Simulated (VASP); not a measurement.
Computed with PBE GGA, VASP's PBE PAW potentials (set 64) (plane waves; VASP).

VASP ran on this input.

POSCAR:
```
RhTe
3.3475740
  1.0000001023   0.0000000000   0.0000000000
  0.0000000000   1.0000001023   0.0000000000
  0.0000000000   0.0000000000   1.0000001023
Rh Te
1 1
Direct
  0.0000000000   0.0000000000   0.0000000000
  0.5000000000   0.5000000000   0.5000000000
```

**INCAR**
```
# general
SYSTEM =RhTe
PREC   =Accurate
ENCUT  =400
LREAL  =.FALSE.
LASPH  =.TRUE.
ICHARG =11

# electronic loop
EDIFF  =1E-7
NELM   =100
ALGO   =Normal
LMAXMIX=4

# smearing
ISMEAR =0
SIGMA  =0.05

# functional
GGA    =PE

# output
LWAVE  =.FALSE.
LCHARG =.FALSE.
LORBIT =11
```

**KPOINTS**
```
k-points along high-symmetry lines
15
Line-mode
Reciprocal
  0.000000   0.000000   0.000000 ! GAMMA
  0.000000   0.500000   0.000000 ! X

  0.000000   0.500000   0.000000 ! X
  0.500000   0.500000   0.000000 ! M

  0.500000   0.500000   0.000000 ! M
  0.000000   0.000000   0.000000 ! GAMMA

  0.000000   0.000000   0.000000 ! GAMMA
  0.500000   0.500000   0.500000 ! R

  0.500000   0.500000   0.500000 ! R
  0.000000   0.500000   0.000000 ! X

  0.500000   0.500000   0.500000 ! R
  0.500000   0.500000   0.000000 ! M
```

POTCAR, in this order: Rh_pv Te (PBE.64 set). Program: vasp_std. Read from the step before: CHGCAR.

The run wrote:

OSZICAR:
```
       N       E                     dE             d eps       ncg     rms          rms(c)
DAV:   1     0.114478780629E+03    0.11448E+03   -0.10466E+04  2968   0.113E+03
DAV:   2    -0.630591429240E+01   -0.12078E+03   -0.11791E+03  2874   0.306E+02
DAV:   3    -0.917534917840E+01   -0.28694E+01   -0.27982E+01  3026   0.479E+01
DAV:   4    -0.920686927522E+01   -0.31520E-01   -0.31514E-01  2914   0.525E+00
DAV:   5    -0.920750259556E+01   -0.63332E-03   -0.63331E-03  3086   0.676E-01
DAV:   6    -0.920751793869E+01   -0.15343E-04   -0.15343E-04  2982   0.993E-02
DAV:   7    -0.920751850708E+01   -0.56839E-06   -0.56897E-06  3152   0.174E-02
DAV:   8    -0.920751852932E+01   -0.22235E-07   -0.21307E-07  2528   0.300E-03
   1 F= -.92075185E+01 E0= -.92071989E+01  d E =-.639330E-03
```

**OUTCAR**
```
 val. band max:       11.0361073714   @ k =   0.0000   0.1071   0.0000

 cond. band min:      11.1131511678   @ k =   0.2857   0.5000   0.0000



 k-point     1 :       0.0000    0.0000    0.0000
  band No.  band energies     occupation
      1     -34.7533      2.00000
      2     -34.7533      2.00000
      3     -34.7533      2.00000
      4      -3.3272      2.00000
      5       7.7676      2.00000
      6       7.7676      2.00000
      7       9.7428      2.00000
      8       9.7428      2.00000
      9       9.7428      2.00000
     10      10.3303      2.00000
     11      10.3303      2.00000
     12      10.3303      2.00000
     13      14.5458      0.00000
     14      18.3060      0.00000

 k-point     2 :       0.0000    0.0357    0.0000
  band No.  band energies     occupation
      1     -34.7542      2.00000
      2     -34.7533      2.00000
      3     -34.7533      2.00000
      4      -3.3122      2.00000
      5       7.7381      2.00000
      6       7.7724      2.00000
      7       9.6285      2.00000
      8       9.6285      2.00000
      9       9.7435      2.00000
     10      10.2471      2.00000
     11      10.4604      2.00000
     12      10.4604      2.00000
     13      14.6460      0.00000
     14      18.2859      0.00000

 k-point     3 :       0.0000    0.0714    0.0000
  band No.  band energies     occupation
      1     -34.7557      2.00000
      2     -34.7534      2.00000
      3     -34.7534      2.00000
      4      -3.2671      2.00000
      5       7.6383      2.00000
      6       7.7863      2.00000
      7       9.4109      2.00000
      8       9.4109      2.00000
      9       9.7455      2.00000
     10      10.0467      2.00000
     11      10.7257      2.00000
     12      10.7257      2.00000
     13      14.9023      0.00000
     14      18.2231      0.00000

 k-point     4 :       0.0000    0.1071    0.0000
  band No.  band energies     occupation
      1     -34.7576      2.00000
...
```

The density is held fixed in this step, so its total energy and stress have no physical meaning. Unless said otherwise, spin-orbit coupling is left out, though it shifts the bands of the heavy elements here.

The structure was generated: RhTe was put into the CsCl type type (Pm-3m), which need not be its known phase. It was relaxed first, which changed the volume by -22 %. The electron count is odd and the run is not spin-polarised, which forces a metal.
